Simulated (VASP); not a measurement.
Input:

```
CELL_PARAMETERS angstrom
      1.60140    -2.77371     0.00000
      1.60140     2.77371     0.00000
      0.00000     0.00000     3.54960
ATOMIC_POSITIONS crystal
  Hf 0.00000 0.00000 0.00000
  B  0.33333 0.66667 0.50000
  B  0.66667 0.33333 0.50000
```

These are PBE GGA, VASP's PBE PAW potentials (set 64) (plane waves; VASP) values and carry that method's errors. Numerical set-up: 500 eV cut-off, 10×10×8 Γ-centred mesh, first-order Methfessel-Paxton smearing of 0.10 eV, potentials Hf_pv B.

Unless said otherwise, spin-orbit coupling is left out, though it shifts the bands of the heavy elements here.

Task: Estimate the energy per atom (σ→0), pressure, band gap (on the k-mesh) with the smallest direct gap where there is one.

Result: 
```json
{
 "band gap (on the k-mesh)": "none (metal, semimetal or under 0.01 eV)",
 "energy per atom (σ→0)": "-8.776 eV/atom",
 "pressure": "-12.63 GPa"
}
```

Total energies compare only between runs with the same potentials, cut-off and functional.

The compound is HfB2 in the AlB2 type structure. The cell was not relaxed at this level. The run is one of a series of settings (ENCUT = 500 against the base run), some of them coarse on purpose.
